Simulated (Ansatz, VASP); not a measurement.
# ZnSe (Stilleite): VASP beside Ansatz

Wanted: the spread between two codes on one cell, functional and k mesh. The cell is taken from a series of runs on this material, whose earlier steps may have relaxed, scaled, displaced or heated it; both programs get it as it stands.

Program: Ansatz 0.2.0. Level of theory: plane waves, with VASP 6.6.1 beside it; dielectric response at r2SCAN. Results are calculated unless marked as measured.

**1. The structure**

It takes space group F-43m (No. 216, cubic). Conventional cell: a = 5.668 Å, b = 5.668 Å, c = 5.668 Å, α = 90.00°, β = 90.00°, γ = 90.00°. Nearest to Se lie 4 Zn at 2.45 Å. Zn has 4 Se at 2.45 Å nearest. Farther neighbours and most contacts between anions are not listed.

As a file:

```cif
data_structure
_symmetry_space_group_name_H-M 'P 1'
_symmetry_Int_Tables_number 1
_cell_length_a 4.0076
_cell_length_b 4.0076
_cell_length_c 4.0076
_cell_angle_alpha 60.000
_cell_angle_beta 60.000
_cell_angle_gamma 60.000
_cell_volume 45.51
loop_
_atom_site_label
_atom_site_type_symbol
_atom_site_fract_x
_atom_site_fract_y
_atom_site_fract_z
_atom_site_occupancy
Se1 Se 0.75000 0.75000 0.75000 1
Zn2 Zn 0.00000 0.00000 0.00000 1
```

**2. VASP: dielectric response, r2SCAN**

The response to a field tests empty states and converges slowly with the mesh.

Lines of VASP's logs that name or quote its potential files are left out, and so is its time.

File INCAR:

```
SYSTEM = ZnSe
PREC = Accurate
ENCUT = 440
EDIFF = 1E-08
NELM = 120
ISMEAR = 0
SIGMA = 0.01
LREAL = .FALSE.
ALGO = Normal
METAGGA = R2SCAN
LASPH = .TRUE.
NBANDS = 15
LORBIT = 11
LWAVE = .FALSE.
LCHARG = .FALSE.
ISIF = 2
LCALCEPS = .TRUE.
LPEAD = .TRUE.
GGA_COMPAT = .FALSE.
EFERMI = MIDGAP
LMIXTAU = .TRUE.
KPAR = 2
```

File POSCAR:

```
ZnSe
1.0
    0.0000000000      2.8338000000      2.8338000000
    2.8338000000      0.0000000000      2.8338000000
    2.8338000000      2.8338000000      0.0000000000
Se Zn
1 1
Direct
    0.7500000000      0.7500000000      0.7500000000
    0.0000000000      0.0000000000      0.0000000000
```

File KPOINTS:

```
Automatic mesh
0
Gamma
7 7 7
0 0 0
```

Potentials, in the order of the species: Se and Zn (PBE family, release 64).

Run with:

```console
> mpirun -np 2 vasp_std
```

Numbers of over 12 decimals in the logs are rounded to 6 here.

The log of the run:

```text
[banner, memory and clock lines left out]
running    2 mpi-ranks, on    1 nodes
 distrk:  each k-point on    1 cores,    2 groups
 distr:  one band on    1 cores,    1 groups

 POSCAR found type information on POSCAR SeZn
 POSCAR found :  2 types and       2 ions
|                                                                             |
|               ----> ADVICE to this user running VASP <----                  |
|                                                                             |
|     You enforced a specific xc type in the INCAR file but a different       |
|     [... a line on the potential file left out ...]
|     I HOPE YOU KNOW WHAT YOU ARE DOING!                                     |
|                                                                             |

 LDA part: xc-table for (None), standard interpolation
 POSCAR, INCAR and KPOINTS ok, starting setup
 FFT: planning ... GRIDC
 FFT: planning ... GRID_SOFT
 FFT: planning ... GRID
 WAVECAR not read
 entering main loop
       N       E                     dE             d eps       ncg     rms          rms(c)
DAV:   1     0.598478279209E+02    0.59848E+02   -0.82469E+03   600   0.124E+03
DAV:   2    -0.228130521240E+02   -0.82661E+02   -0.78052E+02   670   0.243E+02
DAV:   3    -0.276490029144E+02   -0.48360E+01   -0.48180E+01   663   0.609E+01
DAV:   4    -0.276857280578E+02   -0.36725E-01   -0.36719E-01   761   0.576E+00
DAV:   5    -0.276858775782E+02   -0.14952E-03   -0.14952E-03   705   0.327E-01    0.502E+00
DAV:   6    -0.248577303605E+02    0.28281E+01   -0.16012E+00   642   0.363E+01    0.486E+00
DAV:   7    -0.248209521888E+02    0.36778E-01   -0.43666E-01   607   0.120E+01    0.216E+00
DAV:   8    -0.248634736124E+02   -0.42521E-01   -0.15426E-01   600   0.379E+00    0.595E-01
DAV:   9    -0.248341991471E+02    0.29274E-01   -0.15182E-01   600   0.331E+00    0.257E-01
DAV:  10    -0.249025703105E+02   -0.68371E-01   -0.49157E-02   600   0.187E+00    0.103E-01
DAV:  11    -0.249043097792E+02   -0.17395E-02   -0.14530E-03   754   0.407E-01    0.633E-02
DAV:  12    -0.249037158032E+02    0.59398E-03   -0.47098E-04   600   0.265E-01    0.282E-02
DAV:  13    -0.249043437159E+02   -0.62791E-03   -0.48768E-04   600   0.236E-01    0.109E-02
DAV:  14    -0.249043676713E+02   -0.23955E-04   -0.43738E-05   628   0.670E-02    0.494E-03
DAV:  15    -0.249043827279E+02   -0.15057E-04   -0.55188E-06   834   0.468E-02    0.307E-03
DAV:  16    -0.249043804000E+02    0.23278E-05   -0.17323E-06   663   0.169E-02    0.287E-03
DAV:  17    -0.249043825472E+02   -0.21472E-05   -0.47715E-07   614   0.109E-02    0.104E-03
DAV:  18    -0.249043816831E+02    0.86408E-06   -0.12707E-07   677   0.659E-03    0.328E-04
DAV:  19    -0.249043822468E+02   -0.56364E-06   -0.30042E-08   656   0.185E-03    0.124E-04
DAV:  20    -0.249043821168E+02    0.12997E-06   -0.12180E-09   356   0.388E-04    0.810E-05
DAV:  21    -0.249043821414E+02   -0.24548E-07   -0.27699E-10   328   0.207E-04    0.390E-05
DAV:  22    -0.249043820998E+02    0.41604E-07   -0.20041E-10   335   0.195E-04    0.151E-05
DAV:  23    -0.249043821046E+02   -0.48569E-08   -0.36862E-11   328   0.705E-05
|                                                                             |
|           W    W    AA    RRRRR   N    N  II  N    N   GGGG   !!!           |
|           W    W   A  A   R    R  NN   N  II  NN   N  G    G  !!!           |
|           W    W  A    A  R    R  N N  N  II  N N  N  G       !!!           |
|           W WW W  AAAAAA  RRRRR   N  N N  II  N  N N  G  GGG   !            |
|           WW  WW  A    A  R   R   N   NN  II  N   NN  G    G                |
|           W    W  A    A  R    R  N    N  II  N    N   GGGG   !!!           |
|                                                                             |
|     One or more components of EFIELD_PEAD are too large for comfort. In     |
|     all probability, you are too near to the onset of Zener tunneling.      |
|                                                                             |
|          e |E dot A_1| =  0.00000 > 1/10, E_g/N_1 =  0.02666                |
|          e |E dot A_2| =  0.02834 > 1/10, E_g/N_2 =  0.02666                |
|          e |E dot A_3| =  0.02834 > 1/10, E_g/N_3 =  0.02666                |
|                                                                             |
|     Possible SOLUTIONS:                                                     |
|      ) Choose a smaller electric field.                                     |
|      ) Use a less dense grid of k-points.                                   |
|                                                                             |

[...]
N       E                     dE             d eps       ncg     rms          rms(c)
SDA:   1    -0.249043820858E+02   -0.21026E-04   -0.25628E-10  1500   0.641E-10   0.000E+00
DMP:   2    -0.249043821241E+02   -0.38355E-07   -0.61661E-11  1500   0.139E-10   0.399E-11
DMP:   3    -0.249043821256E+02   -0.14800E-08   -0.22120E-11  1500   0.501E-11   0.137E-11
 final diagonalization occupied
 p_tot=( -0.851E+01 -0.851E+01 -0.851E+01 )
       N       E                     dE             d eps       ncg     rms          rms(c)
 p_tot=( -0.851E+01 -0.851E+01 -0.851E+01 )
dp_tot=(  0.000E+00  0.000E+00  0.000E+00 )  diag[e(oo)]=(    ---    1.00000    ---   )
[...]
DMP:  12    -0.249043610523E+02   -0.44628E-07   -0.36739E-07  1500   0.566E-07   0.678E-07
 p_tot=( -0.851E+01 -0.850E+01 -0.851E+01 )
dp_tot=(  0.531E-05  0.133E-01  0.533E-05 )  diag[e(oo)]=(    ---    6.29412    ---   )
DMP:  13    -0.249043610790E+02   -0.26705E-07   -0.20336E-07  1500   0.295E-07   0.411E-07
 p_tot=( -0.851E+01 -0.850E+01 -0.851E+01 )
dp_tot=(  0.529E-05  0.133E-01  0.531E-05 )  diag[e(oo)]=(    ---    6.28714    ---   )
DMP:  14    -0.249043610942E+02   -0.15225E-07   -0.11308E-07  1500   0.162E-07   0.233E-07
 p_tot=( -0.851E+01 -0.850E+01 -0.851E+01 )
dp_tot=(  0.529E-05  0.133E-01  0.531E-05 )  diag[e(oo)]=(    ---    6.28476    ---   )
DMP:  15    -0.249043611031E+02   -0.88444E-08   -0.65224E-08  1500   0.902E-08   0.140E-07
 final diagonalization full
 p_tot=( -0.851E+01 -0.850E+01 -0.851E+01 )
dp_tot=(  0.529E-05  0.133E-01  0.531E-05 )  diag[e(oo)]=(    ---    6.28479    ---   )
|                                                                             |
|           W    W    AA    RRRRR   N    N  II  N    N   GGGG   !!!           |
|           W    W   A  A   R    R  NN   N  II  NN   N  G    G  !!!           |
|           W    W  A    A  R    R  N N  N  II  N N  N  G       !!!           |
|           W WW W  AAAAAA  RRRRR   N  N N  II  N  N N  G  GGG   !            |
|           WW  WW  A    A  R   R   N   NN  II  N   NN  G    G                |
|           W    W  A    A  R    R  N    N  II  N    N   GGGG   !!!           |
|                                                                             |
|     One or more components of EFIELD_PEAD are too large for comfort. In     |
|     all probability, you are too near to the onset of Zener tunneling.      |
|                                                                             |
|          e |E dot A_1| =  0.02834 > 1/10, E_g/N_1 =  0.02666                |
|          e |E dot A_2| =  0.02834 > 1/10, E_g/N_2 =  0.02666                |
|          e |E dot A_3| =  0.00000 > 1/10, E_g/N_3 =  0.02666                |
|                                                                             |
|     Possible SOLUTIONS:                                                     |
|      ) Choose a smaller electric field.                                     |
|      ) Use a less dense grid of k-points.                                   |
|                                                                             |

       N       E                     dE             d eps       ncg     rms          rms(c)
SDA:   1    -0.249043820064E+02   -0.20912E-04   -0.25056E-10  1500   0.626E-10   0.000E+00
DMP:   2    -0.249043819955E+02    0.10850E-07   -0.66271E-11  1500   0.127E-10   0.100E-10
DMP:   3    -0.249043819958E+02   -0.30218E-09   -0.21820E-11  1500   0.494E-11   0.134E-11
 final diagonalization occupied
 p_tot=( -0.851E+01 -0.851E+01 -0.851E+01 )
       N       E                     dE             d eps       ncg     rms          rms(c)
 p_tot=( -0.851E+01 -0.851E+01 -0.851E+01 )
dp_tot=(  0.000E+00  0.000E+00  0.000E+00 )  diag[e(oo)]=(    ---      ---    1.00000 )
SDA:   1    -0.249042944567E+02    0.87539E-04   -0.41573E-04  1500   0.104E-03   0.000E+00
 p_tot=( -0.851E+01 -0.851E+01 -0.851E+01 )
dp_tot=(  0.185E-05  0.185E-05  0.416E-02 )  diag[e(oo)]=(    ---      ---    2.65286 )
DMP:   2    -0.249043269281E+02   -0.32471E-04   -0.27320E-04  1500   0.380E-04   0.583E-04
 p_tot=( -0.851E+01 -0.851E+01 -0.850E+01 )
dp_tot=(  0.382E-05  0.382E-05  0.865E-02 )  diag[e(oo)]=(    ---      ---    4.43941 )
DMP:   3    -0.249043453081E+02   -0.18380E-04   -0.10875E-04  1500   0.149E-04   0.236E-04
 p_tot=( -0.851E+01 -0.851E+01 -0.850E+01 )
dp_tot=(  0.507E-05  0.508E-05  0.116E-01 )  diag[e(oo)]=(    ---      ---    5.59508 )
DMP:   4    -0.249043526158E+02   -0.73077E-05   -0.60165E-05  1500   0.102E-04   0.936E-05
 p_tot=( -0.851E+01 -0.851E+01 -0.850E+01 )
dp_tot=(  0.559E-05  0.560E-05  0.128E-01 )  diag[e(oo)]=(    ---      ---    6.08867 )
DMP:   5    -0.249043568731E+02   -0.42572E-05   -0.32409E-05  1500   0.485E-05   0.625E-05
 p_tot=( -0.851E+01 -0.851E+01 -0.850E+01 )
dp_tot=(  0.569E-05  0.570E-05  0.131E-01 )  diag[e(oo)]=(    ---      ---    6.21318 )
DMP:   6    -0.249043590258E+02   -0.21527E-05   -0.14000E-05  1500   0.212E-05   0.266E-05
 p_tot=( -0.851E+01 -0.851E+01 -0.850E+01 )
dp_tot=(  0.564E-05  0.565E-05  0.132E-01 )  diag[e(oo)]=(    ---      ---    6.23171 )
DMP:   7    -0.249043599252E+02   -0.89947E-06   -0.70081E-06  1500   0.124E-05   0.990E-06
 p_tot=( -0.851E+01 -0.851E+01 -0.850E+01 )
dp_tot=(  0.557E-05  0.559E-05  0.132E-01 )  diag[e(oo)]=(    ---      ---    6.25594 )
DMP:   8    -0.249043603953E+02   -0.47003E-06   -0.39582E-06  1500   0.681E-06   0.593E-06
 p_tot=( -0.851E+01 -0.851E+01 -0.850E+01 )
dp_tot=(  0.552E-05  0.553E-05  0.133E-01 )  diag[e(oo)]=(    ---      ---    6.29063 )
DMP:   9    -0.249043606622E+02   -0.26695E-06   -0.20725E-06  1500   0.340E-06   0.342E-06
 p_tot=( -0.851E+01 -0.851E+01 -0.850E+01 )
dp_tot=(  0.547E-05  0.548E-05  0.134E-01 )  diag[e(oo)]=(    ---      ---    6.31324 )
DMP:  10    -0.249043608011E+02   -0.13882E-06   -0.10990E-06  1500   0.183E-06   0.177E-06
 p_tot=( -0.851E+01 -0.851E+01 -0.850E+01 )
dp_tot=(  0.543E-05  0.544E-05  0.134E-01 )  diag[e(oo)]=(    ---      ---    6.31560 )
DMP:  11    -0.249043608762E+02   -0.75124E-07   -0.63123E-07  1500   0.104E-06   0.104E-06
 p_tot=( -0.851E+01 -0.851E+01 -0.850E+01 )
dp_tot=(  0.539E-05  0.540E-05  0.133E-01 )  diag[e(oo)]=(    ---      ---    6.30556 )
DMP:  12    -0.249043609208E+02   -0.44642E-07   -0.36739E-07  1500   0.566E-07   0.678E-07
 p_tot=( -0.851E+01 -0.851E+01 -0.850E+01 )
dp_tot=(  0.536E-05  0.537E-05  0.133E-01 )  diag[e(oo)]=(    ---      ---    6.29413 )
DMP:  13    -0.249043609475E+02   -0.26703E-07   -0.20336E-07  1500   0.295E-07   0.411E-07
 p_tot=( -0.851E+01 -0.851E+01 -0.850E+01 )
dp_tot=(  0.535E-05  0.535E-05  0.133E-01 )  diag[e(oo)]=(    ---      ---    6.28715 )
DMP:  14    -0.249043609627E+02   -0.15177E-07   -0.11308E-07  1500   0.162E-07   0.233E-07
 p_tot=( -0.851E+01 -0.851E+01 -0.850E+01 )
dp_tot=(  0.534E-05  0.534E-05  0.133E-01 )  diag[e(oo)]=(    ---      ---    6.28477 )
DMP:  15    -0.249043609715E+02   -0.88296E-08   -0.65223E-08  1500   0.902E-08   0.140E-07
 final diagonalization full
 p_tot=( -0.851E+01 -0.851E+01 -0.850E+01 )
dp_tot=(  0.534E-05  0.535E-05  0.133E-01 )  diag[e(oo)]=(    ---      ---    6.28480 )
   1 F= -.24904361E+02 E0= -.24904361E+02  d E =0.000000E+00
```

OUTCAR, selected parts (step 2):

```text
ion  position               nearest neighbor table
   1  0.750  0.750  0.750-   2 2.45   2 2.45   2 2.45   2 2.45
   2  0.000  0.000  0.000-   1 2.45   1 2.45   1 2.45   1 2.45

  LATTYP: Found a face centered cubic cell.
 ALAT       =     5.6676000000

 Subroutine GETGRP returns: Found 24 space group operations
 (whereof 24 operations were pure point group operations)

The static configuration has the point symmetry T_d .

 Found     20 irreducible k-points:

   k-points           NKPTS =     20   k-points in BZ     NKDIM =     20   number of bands    NBANDS=     15

   dimension x,y,z NGX =    28 NGY =   28 NGZ =   28
   dimension x,y,z NGXF=    56 NGYF=   56 NGZF=   56

   ENCUT  =  440.0 eV  32.34 Ry    5.69 a.u.   6.85  6.85  6.85*2*pi/ulx,y,z

   NELECT =      18.0000    total number of electrons

 k-points in reciprocal lattice and weights: Automatic mesh
   0.00000000  0.00000000  0.00000000       0.003
   0.14285714  0.00000000  0.00000000       0.023
   0.28571429  0.00000000  0.00000000       0.023
   0.42857143  0.00000000  0.00000000       0.023
   0.14285714  0.14285714  0.00000000       0.017
   0.28571429  0.14285714  0.00000000       0.070
   0.42857143  0.14285714  0.00000000       0.070
  -0.42857143  0.14285714  0.00000000       0.070
  -0.28571429  0.14285714  0.00000000       0.070
[...]
-0.42857143  0.42857143  0.14285714       0.070
  -0.28571429  0.42857143  0.14285714       0.070

 average (electrostatic) potential at core
       1 -60.4176       2 -42.6588

            Ionic dipole moment: p[ion]=(    -8.50140    -8.50140    -8.50140 ) |e| Angst

 Total electronic dipole moment: p[elc]=(    -0.00875    -0.00875     0.00454 ) |e| Angst

 MACROSCOPIC STATIC DIELECTRIC TENSOR (including local field effects)
 ------------------------------------------------------
           6.284783     0.000000     0.000000
           0.000000     6.284783     0.000000
          -0.000000    -0.000000     6.284783
 ------------------------------------------------------

 PIEZOELECTRIC TENSOR (including local field effects) (C/m^2)
          XX          YY          ZZ          XY          YZ          ZX
  --------------------------------------------------------------------------------
  x     0.00000    -0.00000    -0.00000     0.00000     0.68293    -0.00000
  y    -0.00000     0.00000    -0.00000     0.00000     0.00000     0.68293
  z    -0.00000    -0.00000     0.00000     0.68293    -0.00000    -0.00000

 BORN EFFECTIVE CHARGES (including local field effects) (in |e|, cummulative output)
 ---------------------------------------------------------------------------------
 ion    1
    1    -2.05482    -0.00000    -0.00000
    2    -0.00000    -2.05482     0.00000
    3     0.00000     0.00000    -2.05482
 ion    2
    1     2.05482     0.00000    -0.00000
    2     0.00000     2.05482     0.00000
    3    -0.00000     0.00000     2.05482

  Total       -0.0453100     -0.0453100     -0.0453100     -0.0000000      0.0000000      0.0000000
  in kB       -1.5950228     -1.5950228     -1.5950228     -0.0000000      0.0000000      0.0000000
  external PRESSURE =      -1.5950228 kB  Pullay stress =       0.0000000 kB

  energy-cutoff  :      440.00
  volume of cell :       45.51
      direct lattice vectors                 reciprocal lattice vectors
     0.000000000  2.833800000  2.833800000    -0.176441527  0.176441527  0.176441527
     2.833800000  0.000000000  2.833800000     0.176441527 -0.176441527  0.176441527
     2.833800000  2.833800000  0.000000000     0.176441527  0.176441527 -0.176441527

 POSITION                                       TOTAL-FORCE (eV/Angst)
 -----------------------------------------------------------------------------------
      4.25070      4.25070      4.25070        -0.000000     -0.000000     -0.000000
      0.00000      0.00000      0.00000         0.000000      0.000000      0.000000
 -----------------------------------------------------------------------------------
    total drift:                               -0.000000     -0.000000     -0.000000
```

The log warns that the applied field is near the limit of Zener tunnelling for this mesh, so the response is less certain.

[end of part 1 of 2]

[Lines on the potential files, build, host, timing and source positions are cut from VASP's logs without a mark.]

[Logs are printed without paths, hosts, clocks, repeated set-up lines and the standing remarks that a program may print on its own settings, such as how far it seeks lower states.]

[Hosts, paths, dates, database ids (printed as entryN), source tags and the programs' standing remarks are cut or masked in the printed files.]
